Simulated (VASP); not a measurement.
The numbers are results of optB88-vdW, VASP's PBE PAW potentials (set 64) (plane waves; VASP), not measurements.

A VASP calculation is set up with these files.

POSCAR:
```
SnSe2
1
    1.9165081874    -3.3194897690    -0.0000000000
    1.9165081874     3.3194897690    -0.0000000000
    0.0000000000    -0.0000000000     6.2366366484
Sn Se
1 2
Direct
  0.0000000000   1.0000000000   0.0000000000
  0.3333330000   0.6666670000   0.2525926708
  0.6666670000   0.3333330000   0.7474073292
```

**INCAR**
```
SYSTEM = SnSe2
PREC = Accurate; ENCUT = 520; LREAL = .FALSE.
LASPH = .TRUE.
EDIFF = 1E-6; NELM = 100; ALGO = Normal
LMAXMIX = 4
ISMEAR = 0; SIGMA = 0.05
GGA = BO; LUSE_VDW = .TRUE.; AGGAC = 0.0
PARAM1 = 0.1833333333; PARAM2 = 0.22
IBRION = 2; NSW = 60; ISIF = 3
EDIFFG = -0.02
LWAVE = .FALSE.; LCHARG = .FALSE.
```

KPOINTS:
```
K-points
0
G
6 6 3
```

POTCAR, in this order: Sn_d Se (PBE.64 set). Program: vasp_std.

Energy and stress use the plane-wave basis of the starting cell.

Q: What does the run give for the energy per atom (σ→0), volume per atom?

A: 
```yaml
energy per atom (σ→0): -1760 meV/atom
volume_per_atom: 27.16 Å³/atom
```

OSZICAR:
```
...
       N       E                     dE             d eps       ncg     rms          rms(c)
DAV:   1    -0.528440227165E+01   -0.51208E-02   -0.23240E-01   679   0.558E+00    0.384E-01
DAV:   2    -0.528078335692E+01    0.36189E-02   -0.13415E-02   713   0.158E+00    0.194E-01
DAV:   3    -0.527954358441E+01    0.12398E-02   -0.33746E-03   705   0.838E-01    0.464E-02
DAV:   4    -0.527951462479E+01    0.28960E-04   -0.23165E-04   837   0.137E-01    0.246E-02
DAV:   5    -0.527950490316E+01    0.97216E-05   -0.16218E-05   719   0.431E-02    0.648E-03
DAV:   6    -0.527950526653E+01   -0.36337E-06   -0.33701E-06   527   0.200E-02
  11 F= -.52795053E+01 E0= -.52795053E+01  d E =-.547853E-03
```

The compound is SnSe2 in the 1T layered structure. This run relaxes it. Symmetry was kept, so distortions that lower it aren't found. The start is the result of an earlier pass.
